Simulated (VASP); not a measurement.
**Nb2B: relaxation of cell and atoms with PBE**

Crystal: Nb2B.

```
CELL_PARAMETERS angstrom
4.40760 0.00000 0.00000
-2.20380 3.81710 0.00000
0.00000 0.00000 2.66855
ATOMIC_POSITIONS crystal
Nb 0.33333 0.66667 0.50000
Nb 0.66667 0.33333 0.50000
B 0.00000 0.00000 0.00000
```

The cell was built by a generator and needn't be a form met in nature.

```json
{
  "Program": "VASP 6.6.1",
  "Task": "relaxation of cell and atoms",
  "Functional": "PBE",
  "Potentials or basis": "VASP PAW PBE potentials, release 64 (Nb_sv, B)",
  "Cutoff": "600 eV",
  "k mesh": "7 × 7 × 10",
  "Occupations": "fermi-dirac, width 0.05 eV",
  "Spin": "no spin polarisation",
  "Target pressure": "2 GPa",
  "Further INCAR settings": "ALGO = Normal; EDIFF = 1e-07; IBRION = 2; EDIFFG = -0.01; NSW = 40; ISIF = 3"
}
```

The relaxed volume is 14.78 Å³/atom and the relaxed cell is a = 4.386 Å, b = 4.386 Å, c = 2.661 Å, α = 90.00°, β = 90.00°, γ = 120.00°. The space group after relaxing (to 0.05 Å) is P6/mmm (No. 191). The energy change on relaxing (the enthalpy is what falls) is +1.0 meV/atom. The ionic steps are 5. The pressure after relaxing is 1.9 GPa and the band gap on the k mesh is none (metal or under the smearing width).

Stress tensor (GPa, compression positive):
```
1.97 0.00 0.00
0.00 1.97 0.00
0.00 0.00 1.89
```

The path:
| step | energy change (eV) | largest force (eV/Å) | pressure (GPa) | volume (Å³) |
| --- | --- | --- | --- | --- |
| 1 | 0.0000 | 0.0005 | -0.11 | 44.90 |
| 2 | 0.0181 | 0.0005 | 4.83 | 43.63 |
| 3 | 0.0032 | 0.0001 | 2.01 | 44.33 |
| 4 | 0.0033 | 0.0000 | 2.05 | 44.32 |
| 5 | 0.0030 | 0.0001 | 1.95 | 44.34 |

Final structure:
```cif
data_structure
_symmetry_space_group_name_H-M 'P 1'
_symmetry_Int_Tables_number 1
_cell_length_a 4.3865
_cell_length_b 4.3865
_cell_length_c 2.6612
_cell_angle_alpha 90.000
_cell_angle_beta 90.000
_cell_angle_gamma 119.999
_cell_volume 44.34
loop_
_atom_site_label
_atom_site_type_symbol
_atom_site_fract_x
_atom_site_fract_y
_atom_site_fract_z
_atom_site_occupancy
Nb1 Nb 0.33333 0.66667 0.50000 1
Nb2 Nb 0.66667 0.33333 0.50000 1
B1 B 0.00000 0.00000 0.00000 1
```

Levels at points of the mesh, in eV from the Fermi level:
```tsv
k point	band 11	band 12	band 13	band 14	band 15	band 16	band 17	band 18
(0.00, 0.00, 0.00)	-3.47	-3.47	-1.44	0.03	0.03	2.13	2.13	2.13
(0.00, 0.00, 0.50)	-3.56	-3.56	-1.79	-1.79	0.37	0.37	1.19	1.19
```

Wall time 4.3 min on 1 thread of AMD EPYC 9R45 (Zen 5) (shared host), peak memory 0.21 GiB.

Caveat: the cell is relaxed towards a set pressure, so the enthalpy falls and the energy may rise.
